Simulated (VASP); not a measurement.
Output of a VASP run:

### OSZICAR
```
       N       E                     dE             d eps       ncg     rms          rms(c)
DAV:   1     0.261750108609E+03    0.26175E+03   -0.18011E+04  1170   0.343E+03
DAV:   2     0.180699489966E+02   -0.24368E+03   -0.23842E+03  1080   0.687E+02
DAV:   3    -0.201222271492E+02   -0.38192E+02   -0.37927E+02  1230   0.169E+02
DAV:   4    -0.215907833696E+02   -0.14686E+01   -0.14663E+01  1290   0.378E+01
DAV:   5    -0.216265374415E+02   -0.35754E-01   -0.35749E-01  1286   0.625E+00    0.586E+00
DAV:   6    -0.213723601563E+02    0.25418E+00   -0.12001E-01  1280   0.294E+00    0.343E+00
DAV:   7    -0.212452380151E+02    0.12712E+00   -0.21285E-01  1128   0.321E+00    0.224E-01
DAV:   8    -0.212475962453E+02   -0.23582E-02   -0.18176E-02  1344   0.169E+00    0.109E-01
DAV:   9    -0.212477917867E+02   -0.19554E-03   -0.40106E-04  1384   0.212E-01    0.801E-02
DAV:  10    -0.212478998222E+02   -0.10804E-03   -0.13412E-04  1252   0.115E-01    0.203E-02
DAV:  11    -0.212479162090E+02   -0.16387E-04   -0.19068E-05  1222   0.295E-02    0.445E-03
DAV:  12    -0.212479179165E+02   -0.17075E-05   -0.20206E-06  1064   0.139E-02    0.196E-03
DAV:  13    -0.212479181169E+02   -0.20046E-06   -0.21664E-07   702   0.428E-03
   1 F= -.21247918E+02 E0= -.21247918E+02  d E =-.212479E+02
       N       E                     dE             d eps       ncg     rms          rms(c)
DAV:   1    -0.212518867363E+02   -0.39688E-02   -0.58528E-02  1332   0.443E+00    0.365E-01
DAV:   2    -0.212489775016E+02    0.29092E-02   -0.47483E-03  1290   0.127E+00    0.187E-01
DAV:   3    -0.212480424385E+02    0.93506E-03   -0.16362E-03  1366   0.654E-01    0.462E-02
DAV:   4    -0.212479804271E+02    0.62011E-04   -0.14789E-04  1304   0.196E-01    0.230E-02
DAV:   5    -0.212479725054E+02    0.79217E-05   -0.65844E-06  1248   0.276E-02    0.870E-03
DAV:   6    -0.212479716586E+02    0.84685E-06   -0.18886E-06   678   0.258E-02
   2 F= -.21247972E+02 E0= -.21247972E+02  d E =-.535417E-04
```

File OUTCAR:
```
------------------------ aborting loop because EDIFF is reached ----------------------------------------
  FORCE on cell =-STRESS in cart. coord.  units (eV):
  Direction    XX          YY          ZZ          XY          YZ          ZX
  --------------------------------------------------------------------------------------
  Total       -0.0623912     -0.0623912     -0.0591219     -0.0000000      0.0000000     -0.0000000
  in kB       -1.1766213     -1.1766213     -1.1149663     -0.0000000      0.0000000     -0.0000000
  external PRESSURE =      -1.1560697 kB  Pullay stress =       0.0000000 kB
  volume of cell :       84.96
      direct lattice vectors                 reciprocal lattice vectors
     3.902865330  0.000000000  0.000000000     0.256222010  0.147929847  0.000000000
    -1.951432665  3.379980513 -0.000000000    -0.000000000  0.295859694  0.000000000
     0.000000000  0.000000000  6.440199859    -0.000000000  0.000000000  0.155274684
 POSITION                                       TOTAL-FORCE (eV/Angst)
 -----------------------------------------------------------------------------------
     -0.00000      2.25332      0.00236         0.000000     -0.000000      0.000073
      1.95143      1.12666      3.22246        -0.000000      0.000000      0.000073
     -0.00000      2.25332      2.41272        -0.000000      0.000000     -0.000073
      1.95143      1.12666      5.63282         0.000000     -0.000000     -0.000073
 -----------------------------------------------------------------------------------
    total drift:                               -0.001015      0.000586      0.001195
  FREE ENERGIE OF THE ION-ELECTRON SYSTEM (eV)
  ---------------------------------------------------
  free  energy   TOTEN  =       -21.2479716586 eV

  energy  without entropy=      -21.2479716584  energy(sigma->0) =      -21.24797166

 reached required accuracy - stopping structural energy minimisation
```
(Selected blocks of OUTCAR.)

File POSCAR:
```
SiGe
1
    3.8986145571     0.0000000000     0.0000000000
   -1.9493072785     3.3762992362     0.0000000000
    0.0000000000    -0.0000000000     6.4315434947
Si Ge
2 2
Direct
  0.3333330000   0.6666670000   0.0003342903
  0.6666670000   0.3333330000   0.5003342903
  0.3333330000   0.6666670000   0.3746657097
  0.6666670000   0.3333330000   0.8746657097
```

Q: Reconstruct the remaining input files.

A: One answer among several that fit: the input of the run itself, PBEsol GGA, plane waves, VASP's PBE PAW potentials (set 64).

**INCAR**
```
SYSTEM=SiGe
PREC=Accurate; ENCUT=500; LREAL=F
LASPH=T
EDIFF=1E-6; NELM=100; ALGO=Normal
LMAXMIX=4
ISMEAR=0; SIGMA=0.05
GGA=PS
IBRION=2; NSW=40; ISIF=3
EDIFFG=-0.02
LWAVE=F; LCHARG=F
```

KPOINTS:
```
Automatic mesh
0
Gamma
7 7 4
0 0 0
```

POTCAR, in this order: Si Ge_d (PBE.64 set). Program: vasp_std.

The structure was generated: SiGe was put into the wurtzite type (P6_3mc), which need not be its known phase. This run relaxes it. Symmetry was kept, so distortions that lower it aren't found.
